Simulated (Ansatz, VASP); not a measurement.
# Cross-check of Si2Mo between VASP and Ansatz

One calculation is typed for both programs; each brings its own data sets and cutoff. How far apart do they land? The start cell is built, not measured: As first built, before any earlier steps moved the atoms (in the runner's words): it takes the Si2W structure with some of its atoms replaced by other elements, volume scaled by an estimate. The cell is taken from a series of VASP runs on this material, whose earlier steps may have relaxed, scaled or displaced it; both programs get it as it stands.

Calculated with Ansatz 0.2.0; plane waves, with VASP 6.6.1 beside it; zone-centre phonons at r2SCAN.

## (1) Starting point

The structure is tetragonal, space group I4/mmm (No. 139). The conventional cell has a = 3.203 Å, b = 3.203 Å, c = 7.817 Å, α = 90.00°, β = 90.00°, γ = 90.00°. Mo has 10 Si at 2.60 to 2.62 Å nearest. Nearest to Si lie 5 Si at 2.57 to 2.63 Å and 5 Mo at 2.60 to 2.62 Å. As first built, before any earlier steps moved the atoms (in the runner's words): sites of the Si2W structure (space group 139) filled with other elements, volume scaled by an estimate. Farther neighbours are not listed.

## (2) Ansatz: zone-centre phonons, r2SCAN

Ansatz runs on its default PAW (the set named soft_2) files.

Second derivatives magnify differences that forces hide, and they need a tight electronic threshold.

Input file input.yaml:

```yaml
crystal:
  lattice:
    - [-1.6015323554, 1.6015323554, 3.9083924648]
    - [1.6015323554, -1.6015323554, 3.9083924648]
    - [1.6015323554, 1.6015323554, -3.9083924648]
  atoms:
    - { symbol: Mo, position: [0.0, 0.0, 0.0] }
    - { symbol: Si, position: [0.3354524068, 0.3354524068, 0.0] }
    - { symbol: Si, position: [0.6645475932, 0.6645475932, 0.0] }
hamiltonian:
  xc: r2scan
  pseudopotentials: { kind: paw }
kpoints:
  mp_grid: { grid: [10, 10, 10] }
scf:
  occupations: { method: gaussian, width: 0.05 }
phonons:
  method: dfpt
  qpoints: [[0, 0, 0]]
```

On the command line:

```
> ansatz run input.yaml --threads 4 --pin off --max-ram 9216MiB --backend cpu --events-out ev --progress --plain --runs-dir out
```

Numbers of over 12 decimals in the logs are rounded to 6 here.

Log:

```text
Engine: ansatz 0.2.0, aarch64-unknown-linux-gnu
Pseudopotentials: kind: paw
Pseudopotential: Mo, paw, valence charge 14, recommended cutoff 500 eV (meta_gga), Mo.paw.azcp
Pseudopotential: Si, paw, valence charge 4, recommended cutoff 500 eV (meta_gga), Si.paw.azcp
Functional definition: r2SCAN
  parameter k0 = 0.174
  parameter k1 = 0.065
  parameter a1 = 4.9479
  exchange = r2scan_x(k0 = k0, k1 = k1, a1 = a1)
  correlation = r2scan_c
Crystal: 3 atoms, lattice volume = 40.099 Å³
Basis set: ecut = 500 eV, 1023 PW (Γ), exchange–correlation on 180×180×180 points (125 copies of the dense FFT grid, shifted against one another)
Bands: 15, of which v1, the nominal top of the filled ones, is band 11 counted from 1 (10 counted from 0)
Symmetry: 16 space group operations
k-points: 282 of 1000 (irreducible under 2 space group operations, time reversal used)
Non-local potential: Mo, projectors of the file, l = 0: 3, l = 1: 2, l = 2: 2, l = 3: 1
Non-local potential: Si, projectors of the file, l = 0: 2, l = 1: 2, l = 2: 2
PAW form: soft (Blöchl's): semilocal exchange-correlation on the pseudo side does not see the compensation charge
PAW frozen core: Mo, regenerated for the run's functional (the file was generated under x = pbe(κ = 0.804, μ = 0.219515), c = pbe(β = 0.066725))
PAW frozen core: Si, regenerated for the run's functional (the file was generated under x = pbe(κ = 0.804, μ = 0.219515), c = pbe(β = 0.066725))
PAW one-centre angular grid: Mo, 590 points (default); XC on 160 Gauss nodes
PAW one-centre angular grid: Si, 302 points (default); XC on 160 Gauss nodes
Initial density: superposition of atomic densities (neutral atoms: chi_scale 0, normalization atom), corrected by the library's trained network
Initial wavefunctions: pseudopotential atomic-orbital guess
Functional: x = r2scan, c = r2scan; τ floored in thin density (d = 2e-4 eV/Å³)
SCF iter   1: F=—  HF=-6247.108077 eV  |F-HF|=—  |Δ(HF+E_count)|=         —  Δρ=7.69e-3  dr2=1.68e-2  dr2_τ=3.55e-2  ethr=1.77e-3  ⟨swp⟩=5.9  Hψ=24165  notcnv=0
preconditioner: auto → none  [insulator: Δε(μ)=0.229 eV  Ē_g=8.266 eV  σ=0.050 eV  W_gap=0.74  n_scr=10 (ndim 8)  ℏωp=21.9 eV  f_vac=0.000  D(μ)=0.33/eV (n_scr^D=0)  ε∞_Penn≈8.0]
SCF iter   2: F=—  HF=-6247.144402 eV  |F-HF|=—  |Δ(HF+E_count)|=   3.63e-2  Δρ=3.92e-3  dr2=5.18e-3  dr2_τ=3.96e-4  ethr=7.64e-5  ⟨swp⟩=2.0  Hψ=9652  notcnv=0  defer=5
SCF iter   3: F=—  HF=-6247.145557 eV  |F-HF|=—  |Δ(HF+E_count)|=   1.16e-3  Δρ=2.92e-3  dr2=5.92e-3  dr2_τ=4.21e-4  ethr=2.36e-5  ⟨swp⟩=2.0  Hψ=6973  notcnv=0  defer=5
SCF iter   4: F=—  HF=-6247.144689 eV  |F-HF|=—  |Δ(HF+E_count)|=   8.69e-4  Δρ=5.45e-4  dr2=5.90e-5  dr2_τ=1.36e-5  ethr=2.36e-5  ⟨swp⟩=2.6  Hψ=6532  notcnv=0  defer=5
SCF iter   5: F=—  HF=-6247.144709 eV  |F-HF|=—  |Δ(HF+E_count)|=   2.03e-5  Δρ=1.81e-4  dr2=6.04e-6  dr2_τ=4.85e-7  ethr=2.68e-7  ⟨swp⟩=2.2  Hψ=6519  notcnv=0  defer=5
SCF iter   6: F=—  HF=-6247.144720 eV  |F-HF|=—  |Δ(HF+E_count)|=   1.13e-5  Δρ=3.55e-5  dr2=2.96e-7  dr2_τ=1.09e-8  ethr=2.75e-8  ⟨swp⟩=2.1  Hψ=6446  notcnv=0  defer=5
SCF iter   7: F=—  HF=-6247.144722 eV  |F-HF|=—  |Δ(HF+E_count)|=   1.85e-6  Δρ=9.94e-6  dr2=4.76e-8  dr2_τ=3.84e-9  ethr=1.34e-9  ⟨swp⟩=2.0  Hψ=7021  notcnv=0  defer=5
SCF iter   8: F=—  HF=-6247.144722 eV  |F-HF|=—  |Δ(HF+E_count)|=   1.62e-9  Δρ=2.09e-6  dr2=1.61e-9  dr2_τ=9.19e-11  ethr=2.16e-10  ⟨swp⟩=2.5  Hψ=6543  notcnv=0  defer=5
SCF iter   9: F=—  HF=-6247.144722 eV  |F-HF|=—  |Δ(HF+E_count)|=  6.04e-10  Δρ=1.99e-7  dr2=1.07e-11  dr2_τ=1.77e-12  ethr=7.34e-12  ⟨swp⟩=2.0  Hψ=6356  notcnv=0  defer=5
SCF iter  10: F=-6247.144722 eV  HF=-6247.144722 eV  |F-HF|=3.64e-12  |Δ(HF+E_count)|=    0.00e0  Δρ=4.61e-8  dr2=7.12e-13  dr2_τ=2.30e-13  ethr=1.00e-12  ⟨swp⟩=5.1  Hψ=16936  notcnv=0
the search or the solves at the SCF's close seem to have found levels that the self-consistency loop had missed (the run counts 3). By its estimate they hold under 1e-12 electrons; where the run keeps them, the occupations were computed again with them
SCF 1 converged in 10 iterations: F = -6247.144722 eV  dr2 = 7.12e-13
  greatest PAW one-centre occupation: 0.997 electrons in one spin orbital (limit 2), on the Mo atom at site 0 (counted from 0), in its partial waves of l = 0
DFPT response loops at Γ: preconditioner auto → Kerker (q_TF=auto, 2.469 Å⁻¹) (partly filled bands, converged f_vac=0.000); β = 1.00, the filter's whole step (`scf.mixing.beta` (0.50) is not read by the response loops under this deck's `scf.mixing.preconditioner`; to damp them name `kerker` or `kerker_dos`, under which they read `scf.mixing.beta`, and type it under 1.00, their step now; both keys bind the ground state too); Broyden in place of MSR1
SCF converged after 10 iterations
Free energy (F): -6247.144722 eV
Harris-Foulkes:  -6247.144722 eV  (|F-HF|=3.64e-12)
Internal energy: -6247.144387 eV  (E = F + TS)
E sigma→0 (E₀):  -6247.144555 eV
Entropy (-TS):   -0.000335 eV (-0.112 meV/atom)
Fermi energy:    15.920254 eV
--- Per-component energies (eV) ---
  E_band       = -60.329475
  E_kinetic    = 530.713202
  E_local      = -1143.494114  (includes V_loc(G=0)·N_el)
  E_nonlocal   = 190.131898
  E_hartree    = 426.859534
  E_xc         = -286.063397
  E_vxc        = -363.254938  (∫ρ·V_xc dr)
  E_paw        = -4256.261833  (= ΣΔE_a)
  E_vpaw       = -149.722363  (= ΣTr[D̂ρ^β])
  E_aug_tail   = 0.000017  (compensation charges beyond the density's cutoff)
  E_vtau       = 21.577728  (kinetic-family band-sum trace: ∫τ·v_τ [+ j·A + Jᵃ·Aᵃ] dr)
  E_ewald      = -1708.655625
  E_core_change = -0.374070  (= ΣΔE_core)
  E_smearing   = -0.000335  (= −TS)
  E_closure    = -0.000000  (closes the sum)
  Σ components = -6247.144722   (vs F -6247.144722, Δ=0.00e0)
--- Band table (eV; the first three rows and the last of 282) ---
  k-point 0: bands = [... 7 lower, 12.9154, 13.2192, 13.2192, 16.3651, 19.4282, 19.4958, 19.6782, 19.6782]
  k-point 1: bands = [... 7 lower, 12.4682, 12.9900, 14.1836, 15.2469, 18.7369, 19.5386, 19.8427, 19.8907]
  k-point 2: bands = [... 7 lower, 11.1066, 13.2485, 13.5012, 14.5532, 18.7146, 19.6459, 20.0265, 20.0353]
  k-point 281: bands = [... 7 lower, 13.7699, 15.4143, 15.4143, 15.4617, 15.4617, 16.5107, 21.2026, 21.8255]
--- Phonons (Γ-DFPT): 4 representative perturbations + reference, on 282 of 1000 k-points (Σ response iterations 25) ---
  k mesh reduced under 2 symmetry operations, with k and −k counted as one. Each operation leaves every solved perturbation unchanged. A smaller set is not considered because the functional reads the kinetic-energy density
  ASR residual: 4.969e-5 → 0.000e0 eV/Å²; symmetrization residual: 1.302e-5 eV/Å²
  ASR residual per site (eV/Å²): 4.97e-5 1.96e-5 1.96e-5
  Γ frequencies (cm⁻¹): 0.00 0.00 0.00 278.35 278.35 323.02 330.18 330.18 440.21
  non-analytic LO–TO correction: not included (Born effective charges unavailable; polar crystals: no LO–TO splitting at Γ)
--- Phonons (arbitrary-q DFPT): 1 explicit q-point ---
  q = [0, 0, 0] (of the zone-centre solve; hermiticity 1.91e-6, symmetrization 8.36e-10): -0.00 0.00 0.00 278.35 278.35 323.02 330.18 330.18 440.21
  sum rule: each row above includes the acoustic sum rule's correction from the zone centre's row sums; it moved no ω² by more than (0.44 cm⁻¹)²
```

Run time: 100 s. Hardware: 4 threads of Arm Neoverse V2, shared host; peak memory 2 GiB; 6.5 min of CPU time.

In the SCF lines HF is the Harris–Foulkes energy and dr2 the Hartree energy of the density residual, in eV; the loop may stop once dr2 is under the threshold and the program's other checks hold. Hψ counts applications of the Hamiltonian.

(Continued in part 2 of 2.)

[Lines on the potential files, build, host, timing and source positions are cut from VASP's logs without a mark.]

[Logs are printed without paths, hosts, clocks, repeated set-up lines and the standing remarks that a program may print on its own settings, such as how far it seeks lower states.]

[Hosts, paths, dates, database ids (printed as entryN), source tags and the programs' standing remarks are cut or masked in the printed files.]
